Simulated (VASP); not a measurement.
Consider the following.

```xyz
2
Lattice="0.0000 2.2508 2.2508 2.2508 0.0000 2.2508 2.2508 2.2508 0.0000" Properties=species:S:1:pos:R:3 pbc="T T T"
Nb     0.0000     0.0000     0.0000
C      2.2508     2.2508     2.2508
```

All values below come from RPBE GGA, VASP's PBE PAW potentials (set 64) (plane waves; VASP). Run with 520 eV cut-off, 16×16×16 Γ-centred mesh, tetrahedra with Blöchl corrections, potentials Nb_sv C.

Estimate the energy per atom (σ→0), band gap (on the k-mesh) with the smallest direct gap where there is one.

The band gap (on the k-mesh) is none (metal, semimetal or under 0.01 eV) and the energy per atom (σ→0) comes out as -9.772 eV/atom.

The compound is NbC in the rock salt structure. It was relaxed first. The electron count is odd and the run is not spin-polarised, which forces a metal.
